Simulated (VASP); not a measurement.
Data:

```yaml
crystal:
  lattice:
    - [0.00000, 2.87214, 2.87214]
    - [2.87214, 0.00000, 2.87214]
    - [2.87214, 2.87214, 0.00000]
  atoms:
    - { symbol: Cd, position: [0.00000, 0.00000, 0.00000] }
    - { symbol: S, position: [0.25000, 0.25000, 0.25000] }
```

Calculation: PBE GGA with D4 dispersion, VASP's PBE PAW potentials (set 64) (plane waves; VASP). Run with 520 eV cut-off, 8×8×8 Γ-centred mesh, Gaussian smearing of 0.050 eV, potentials Cd S.

Problem. Estimate the energy per atom (σ→0), pressure, band gap (on the k-mesh) with the smallest direct gap where there is one.

Solution. 
- band gap (on the k-mesh): 1.25 eV
- smallest direct gap (on the k-mesh): 1.25 eV
- energy per atom (σ→0): -3.357 eV/atom
- pressure: 4.22 GPa

The absolute energy has meaning only against runs of the same code, potentials and settings.

The compound is CdS in the zinc blende structure, a metastable form; wurtzite is the usual one. This cell is one point of a volume scan, at 0.94 of the reference volume.
